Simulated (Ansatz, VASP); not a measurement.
# Cross-check of O between VASP and Ansatz, part 2 of 3

Wanted: the spread between two codes on one cell, functional and k mesh. The cell is taken from a series of runs on this material, whose earlier steps may have relaxed, scaled, displaced or heated it; both programs get it as it stands.

VASP 6.6.1 and Ansatz 0.2.0.

So far: Starting point; Ansatz: zone-centre phonons, LDA.

## Step 3: VASP: zone-centre phonons, LDA

Level of this step: LDA; plane waves and PAW (O) (VASP).

The same cell, functional (in two slightly different forms) and mesh now go to VASP, with its own data sets.

Lines of VASP's logs that name or quote its potential files are left out, and so is its time.

INCAR reads:

```
SYSTEM = O
PREC = Accurate
ENCUT = 600
EDIFF = 1E-08
NELM = 120
ISMEAR = 0
SIGMA = 0.01
LREAL = .FALSE.
ALGO = Normal
GGA = CA
NBANDS = 18
LORBIT = 11
LWAVE = .FALSE.
LCHARG = .FALSE.
ISIF = 2
IBRION = 8
LEPSILON = .TRUE.
LASPH = .TRUE.
GGA_COMPAT = .FALSE.
EFERMI = MIDGAP
KPAR = 2
```

POSCAR reads:

```
O
1.0
    3.9878374521      0.0000000000     -0.0441094123
    0.0000000000      3.9130031740      0.0000000000
   -1.0496109756      0.0000000000      2.7500878649
O
4
Direct
    0.3387530203      0.6851494565      0.6698472006
    0.6612469797      0.6851494565      0.8301527994
    0.6612469797      0.3148505435      0.3301527994
    0.3387530203      0.3148505435      0.1698472006
```

KPOINTS reads:

```
Automatic mesh
0
Gamma
8 8 10
0 0 0
```

PAW data sets: O (LDA family, release 64).

The run is started by

```sh
mpirun -np 2 vasp_std
```

Output:

```text
[banner, memory and clock lines left out]
running    2 mpi-ranks, on    1 nodes
 distrk:  each k-point on    1 cores,    2 groups
 distr:  one band on    1 cores,    1 groups

 POSCAR found type information on POSCAR O
 POSCAR found :  1 types and       4 ions
 LDA part: xc-table for (Slater(with rela. corr.)+CA(PZ))
 , standard interpolation
 POSCAR, INCAR and KPOINTS ok, starting setup
 FFT: planning ... GRIDC
 FFT: planning ... GRID_SOFT
 FFT: planning ... GRID
 WAVECAR not read
 entering main loop
       N       E                     dE             d eps       ncg     rms          rms(c)
DAV:   1     0.143714847086E+03    0.14371E+03   -0.15510E+04  7568   0.144E+03
DAV:   2    -0.166887300179E+02   -0.16040E+03   -0.15678E+03 10058   0.307E+02
DAV:   3    -0.231255581975E+02   -0.64368E+01   -0.64063E+01  9242   0.638E+01
DAV:   4    -0.231664186680E+02   -0.40860E-01   -0.40831E-01 10346   0.546E+00
DAV:   5    -0.231666716447E+02   -0.25298E-03   -0.25297E-03  9154   0.390E-01    0.657E+00
DAV:   6    -0.225649099593E+02    0.60176E+00   -0.53342E-01  9384   0.673E+00    0.346E+00
DAV:   7    -0.224184720853E+02    0.14644E+00   -0.52360E-01 10006   0.632E+00    0.670E-01
DAV:   8    -0.224210499769E+02   -0.25779E-02   -0.53214E-02  8296   0.189E+00    0.152E-01
DAV:   9    -0.224205782186E+02    0.47176E-03   -0.16728E-03 10840   0.365E-01    0.557E-02
DAV:  10    -0.224205387839E+02    0.39435E-04   -0.97048E-05  9746   0.102E-01    0.116E-02
DAV:  11    -0.224205409256E+02   -0.21417E-05   -0.26365E-05  9168   0.445E-02    0.111E-02
DAV:  12    -0.224205376057E+02    0.33199E-05   -0.69217E-06 10192   0.246E-02    0.187E-03
DAV:  13    -0.224205376281E+02   -0.22379E-07   -0.66475E-07  8458   0.628E-03    0.661E-04
DAV:  14    -0.224205376260E+02    0.20104E-08   -0.22388E-08  8128   0.142E-03
   1 F= -.22420538E+02 E0= -.22420538E+02  d E =0.000000E+00
 Linear response reoptimize wavefunctions to high precision
DAV:   1    -0.224205376254E+02    0.69690E-09   -0.42817E-09  7364   0.544E-04
DAV:   2    -0.224205376253E+02    0.45475E-12   -0.62865E-11  4458   0.691E-05
 Linear response G [H, r] |phi>, progress :
  Direction:   1
       N       E                     dE             d eps       ncg     rms
RMM:   1    -0.876104450884E+02   -0.87610E+02    0.14466E+02 17095   0.104E+02
RMM:   2    -0.839136546798E+02    0.36968E+01   -0.78999E+00 12604   0.222E+01
RMM:   3    -0.839438026658E+02   -0.30148E-01   -0.88811E-02 13317   0.198E+00
RMM:   4    -0.839440665832E+02   -0.26392E-03   -0.24741E-03 13621   0.315E-01
RMM:   5    -0.839440743646E+02   -0.77814E-05   -0.52197E-05 13644   0.403E-02
RMM:   6    -0.839440748101E+02   -0.44547E-06   -0.42659E-06 13708   0.787E-03
RMM:   7    -0.839440748181E+02   -0.79875E-08   -0.25492E-06 13342   0.296E-03
RMM:   8    -0.839440748231E+02   -0.50323E-08   -0.15739E-06 11018   0.231E-03
RMM:   9    -0.839440748232E+02   -0.81229E-10   -0.23587E-06  9825   0.223E-03
RMM:  10    -0.839440748278E+02   -0.45546E-08   -0.14768E-06  9297   0.222E-03
RMM:  11    -0.839440748353E+02   -0.75417E-08    0.26913E-06  9170   0.222E-03
 Linear response G [H, r] |phi>, progress :
  Direction:   2
       N       E                     dE             d eps       ncg     rms
RMM:   1    -0.808377949541E+02   -0.80838E+02    0.16215E+02 15992   0.962E+01
RMM:   2    -0.847628834413E+02   -0.39251E+01   -0.38687E+00 12151   0.166E+01
RMM:   3    -0.847975634877E+02   -0.34680E-01   -0.97957E-02 12736   0.183E+00
RMM:   4    -0.847982191071E+02   -0.65562E-03   -0.94466E-04 12848   0.197E-01
RMM:   5    -0.847982311995E+02   -0.12092E-04   -0.40903E-05 13141   0.336E-02
RMM:   6    -0.847982315913E+02   -0.39183E-06   -0.45089E-06 13136   0.587E-03
RMM:   7    -0.847982316141E+02   -0.22781E-07   -0.41248E-06 12241   0.281E-03
RMM:   8    -0.847982316096E+02    0.45127E-08   -0.50870E-06 10020   0.247E-03
RMM:   9    -0.847982316183E+02   -0.87372E-08   -0.46283E-06  9252   0.243E-03
RMM:  10    -0.847982316093E+02    0.90046E-08   -0.57376E-06  9255   0.242E-03
RMM:  11    -0.847982316200E+02   -0.10654E-07   -0.63308E-06  8826   0.241E-03
 Linear response G [H, r] |phi>, progress :
  Direction:   3
       N       E                     dE             d eps       ncg     rms
RMM:   1    -0.829120516261E+02   -0.82912E+02    0.13541E+02 17073   0.973E+01
RMM:   2    -0.845824877385E+02   -0.16704E+01   -0.44574E+00 12021   0.170E+01
RMM:   3    -0.846023834546E+02   -0.19896E-01   -0.49232E-02 12638   0.148E+00
RMM:   4    -0.846028939873E+02   -0.51053E-03   -0.12987E-03 13195   0.219E-01
RMM:   5    -0.846029043590E+02   -0.10372E-04   -0.20518E-05 13387   0.274E-02
RMM:   6    -0.846029046267E+02   -0.26767E-06    0.20777E-06 13361   0.596E-03
RMM:   7    -0.846029045475E+02    0.79196E-07    0.34723E-06 12767   0.327E-03
RMM:   8    -0.846029045390E+02    0.84885E-08    0.35520E-06 10315   0.291E-03
RMM:   9    -0.846029045526E+02   -0.13579E-07    0.34416E-06  9404   0.287E-03
[...]
RMM:   6    -0.131496660361E+01   -0.28636E-07   -0.88975E-08  9390   0.499E-04
RMM:   7    -0.131496660518E+01   -0.15728E-08   -0.31349E-08  7828   0.194E-04
 change of polarisation eV/A/(eV/A) component  3 :    -0.730     0.781     2.630
 dielectric tensor                  component  3 :    -3.093     3.307    12.137
[...]
RMM:   1    -0.123115788794E+01   -0.12312E+01   -0.98275E+00 15723   0.393E+00
RMM:   2    -0.131461120125E+01   -0.83453E-01   -0.26243E-02 12176   0.705E-01    0.526E+00
RMM:   3    -0.115589620791E+01    0.15871E+00   -0.15315E-01 12188   0.279E+00    0.250E+00
RMM:   4    -0.116553266655E+01   -0.96365E-02   -0.99669E-02 12120   0.220E+00    0.139E+00
RMM:   5    -0.119392484956E+01   -0.28392E-01   -0.24363E-02 12093   0.106E+00    0.968E-02
RMM:   6    -0.119669124421E+01   -0.27664E-02   -0.26829E-04 12947   0.132E-01    0.167E-02
RMM:   7    -0.119667947497E+01    0.11769E-04   -0.43089E-06 13102   0.153E-02    0.709E-03
RMM:   8    -0.119676346262E+01   -0.83988E-04   -0.12917E-06 13024   0.826E-03    0.157E-03
RMM:   9    -0.119679502029E+01   -0.31558E-04    0.15422E-07 13374   0.189E-03    0.475E-04
RMM:  10    -0.119679312078E+01    0.18995E-05    0.83334E-07 13342   0.613E-04    0.506E-05
RMM:  11    -0.119679328610E+01   -0.16532E-06    0.31737E-07 10396   0.177E-04    0.141E-05
RMM:  12    -0.119679304244E+01    0.24366E-06    0.26328E-07  7753   0.145E-04    0.283E-06
 change of polarisation eV/A/(eV/A) component  3 :    -0.666     0.646     2.075
 dielectric tensor                  component  3 :    -2.821     2.737     9.786
 Linear response DOF=           3
 Linear response progress:
  Degree of freedom:   1/  3
       N       E                     dE             d eps       ncg     rms          rms(c)
RMM:   1    -0.353439739356E+00   -0.35344E+00    0.67153E-01 27389   0.487E+00
RMM:   2    -0.343288179136E+00    0.10152E-01   -0.22474E-02 19151   0.969E-01    0.474E-01
RMM:   3    -0.345982405127E+00   -0.26942E-02   -0.12575E-02 19348   0.618E-01    0.821E-01
RMM:   4    -0.339769282260E+00    0.62131E-02   -0.33366E-03 19709   0.431E-01    0.192E-01
RMM:   5    -0.339627275529E+00    0.14201E-03    0.51569E-05 19999   0.141E-01    0.119E-01
RMM:   6    -0.339781017687E+00   -0.15374E-03   -0.36030E-04 19651   0.110E-01    0.383E-02
RMM:   7    -0.339857891755E+00   -0.76874E-04   -0.12903E-04 20557   0.304E-02    0.145E-02
RMM:   8    -0.339899514121E+00   -0.41622E-04   -0.14592E-05 20381   0.137E-02    0.300E-03
RMM:   9    -0.339897481517E+00    0.20326E-05    0.40809E-06 20848   0.222E-03    0.710E-04
RMM:  10    -0.339896196172E+00    0.12853E-05   -0.19570E-06 21183   0.736E-04    0.155E-04
RMM:  11    -0.339895661115E+00    0.53506E-06   -0.49617E-07 21111   0.287E-04    0.365E-05
RMM:  12    -0.339895983390E+00   -0.32228E-06   -0.27963E-07 21189   0.158E-04    0.134E-05
RMM:  13    -0.339896058638E+00   -0.75247E-07   -0.22033E-07 21442   0.131E-04    0.241E-06
RMM:  14    -0.339896047503E+00    0.11134E-07   -0.34475E-07 20979   0.123E-04    0.839E-07
RMM:  15    -0.339896040706E+00    0.67969E-08   -0.79014E-08 19564   0.121E-04    0.182E-07
 first order change of Fermi-energy   0.32247E+01
 force on displaced ion       1 direction 1 : -75.025   3.381 -25.742
 Born effective charge ion    1 direction 1 :  -0.000   1.436   0.001
 Linear response progress:
  Degree of freedom:   2/  3
       N       E                     dE             d eps       ncg     rms          rms(c)
RMM:   1    -0.364770061253E+00   -0.36477E+00    0.13632E-01 24178   0.408E+00
RMM:   2    -0.358789065694E+00    0.59810E-02   -0.64846E-03 17108   0.621E-01    0.180E-01
RMM:   3    -0.359213453865E+00   -0.42439E-03   -0.83867E-04 19599   0.195E-01    0.133E-01
RMM:   4    -0.359312838212E+00   -0.99384E-04   -0.24103E-04 19653   0.103E-01    0.102E-01
RMM:   5    -0.359434172554E+00   -0.12133E-03   -0.84405E-05 19821   0.612E-02    0.593E-02
RMM:   6    -0.359700045706E+00   -0.26587E-03   -0.23896E-05 19616   0.340E-02    0.171E-02
RMM:   7    -0.359771610383E+00   -0.71565E-04   -0.39187E-06 20116   0.136E-02    0.511E-03
RMM:   8    -0.359767172297E+00    0.44381E-05   -0.33188E-07 20488   0.438E-03    0.845E-04
RMM:   9    -0.359763327788E+00    0.38445E-05   -0.18822E-08 20492   0.969E-04    0.210E-04
RMM:  10    -0.359763462663E+00   -0.13488E-06   -0.90080E-09 20885   0.274E-04    0.826E-05
RMM:  11    -0.359763831794E+00   -0.36913E-06    0.29810E-09 20780   0.182E-04    0.140E-05
RMM:  12    -0.359763816751E+00    0.15043E-07    0.17501E-09 21205   0.122E-04    0.296E-06
RMM:  13    -0.359763826753E+00   -0.10002E-07   -0.19556E-09 20817   0.113E-04    0.778E-07
RMM:  14    -0.359763823733E+00    0.30200E-08   -0.21926E-09 18274   0.110E-04    0.227E-07
 first order change of Fermi-energy  -0.19982E+00
 force on displaced ion       1 direction 2 :   3.387  -9.630   1.290
 Born effective charge ion    1 direction 2 :   0.252  -0.000   0.096
 Linear response progress:
  Degree of freedom:   3/  3
       N       E                     dE             d eps       ncg     rms          rms(c)
RMM:   1    -0.360155279219E+00   -0.36016E+00    0.14093E-01 26074   0.424E+00
RMM:   2    -0.345844238479E+00    0.14311E-01   -0.92556E-03 18276   0.764E-01    0.233E-01
RMM:   3    -0.346667366159E+00   -0.82313E-03   -0.72341E-04 19487   0.251E-01    0.324E-01
RMM:   4    -0.346008864054E+00    0.65850E-03   -0.76814E-04 19639   0.174E-01    0.108E-01
RMM:   5    -0.346253511322E+00   -0.24465E-03   -0.22936E-04 19874   0.703E-02    0.606E-02
RMM:   6    -0.346463072017E+00   -0.20956E-03    0.67756E-05 19579   0.510E-02    0.169E-02
RMM:   7    -0.346523451500E+00   -0.60379E-04   -0.36678E-06 20442   0.127E-02    0.676E-03
RMM:   8    -0.346533489370E+00   -0.10038E-04   -0.13799E-06 20262   0.594E-03    0.159E-03
RMM:   9    -0.346528672274E+00    0.48171E-05   -0.81103E-07 20744   0.131E-03    0.289E-04
RMM:  10    -0.346528171983E+00    0.50029E-06    0.27289E-07 20989   0.351E-04    0.974E-05
RMM:  11    -0.346528670406E+00   -0.49842E-06   -0.17743E-08 20937   0.211E-04    0.182E-05
RMM:  12    -0.346528682252E+00   -0.11846E-07    0.20006E-07 21495   0.142E-04    0.534E-06
RMM:  13    -0.346528675395E+00    0.68574E-08    0.32186E-07 21557   0.130E-04    0.124E-06
RMM:  14    -0.346528673630E+00    0.17648E-08    0.47715E-07 19959   0.126E-04    0.387E-07
RMM:  15    -0.346528674898E+00   -0.12684E-08    0.15328E-07 16613   0.125E-04    0.103E-07
RMM:  16    -0.346528675291E+00   -0.39242E-09    0.13107E-07 16015   0.125E-04    0.642E-08
 first order change of Fermi-energy   0.12306E+01
 force on displaced ion       1 direction 3 : -25.729   1.287 -17.418
 Born effective charge ion    1 direction 3 :   0.001   0.548  -0.002
 Born effective charges drift removed
 Linear response finished
```

[end of part 2 of 3]

[Lines on the potential files, build, host, timing and source positions are cut from VASP's logs without a mark.]

[Logs are printed without paths, hosts, clocks, repeated set-up lines and the standing remarks that a program may print on its own settings, such as how far it seeks lower states.]

[Hosts, paths, dates, database ids (printed as entryN), source tags and the programs' standing remarks are cut or masked in the printed files.]
